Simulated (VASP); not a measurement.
Given:

```xyz
4
Lattice="1.4967 0.8641 5.2252 -1.4967 0.8641 5.2252 0.0000 -1.7282 5.2252" Properties=species:S:1:pos:R:3 pbc="T T T"
Na     0.0000     0.0000     7.8379
Cu     0.0000    -1.7282     5.2252
O      0.0000     0.0000    11.4922
O      0.0000     0.0000     4.1835
```

The numbers are results of PBEsol GGA, VASP's PBE PAW potentials (set 64) (plane waves; VASP), not measurements. Run with 520 eV cut-off, 13×13×13 Γ-centred mesh, tetrahedra with Blöchl corrections, potentials Na_pv Cu O.

The run has a spin-polarised start.

Q: The job: NaCuO$_{2}$ (space group R-3m), 4 atoms, PBEsol, static run, 520 eV, 13×13×13 Γ-centred mesh. Roughly how much core time does it take on a busy server core?

A: About 20 core-minutes (one run on a shared machine, a rough figure). It had 231 irreducible k-points, 20 bands, up to 1117 plane waves and 19 electronic steps.

The structure comes from a computed database's NaCuO2 entry (R-3m); how it stands against other phases isn't given here. It was relaxed first.
